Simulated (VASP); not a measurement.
Consider the following.

```xyz
1
Lattice="-1.6779 1.6779 1.6779 1.6779 -1.6779 1.6779 1.6779 1.6779 -1.6779" Properties=species:S:1:pos:R:3 pbc="T T T"
Ta     0.0000     0.0000     0.0000
```

Method: PBE GGA, VASP's PBE PAW potentials (set 64) (plane waves; VASP). Run with 300 eV cut-off, 18×18×18 Γ-centred mesh, Fermi-Dirac smearing of 0.14 eV, potentials Ta_pv.

At this cut-off the stress carries a Pulay error, which pulls relaxed volumes low. Unless said otherwise, spin-orbit coupling is left out, though it shifts the bands of the heavy elements here.

What does the run give for the energy per atom (σ→0), pressure, band gap (on the k-mesh) with the smallest direct gap where there is one?

The band gap (on the k-mesh) is none (metal, semimetal or under 0.01 eV) and the energy per atom (σ→0) is -11.797 eV/atom. The pressure comes out as -6.16 GPa.

The absolute energy has meaning only against runs of the same code, potentials and settings.

The structure comes from a computed database's Ta entry; how it stands against other phases isn't given here. The cell was not relaxed at this level.
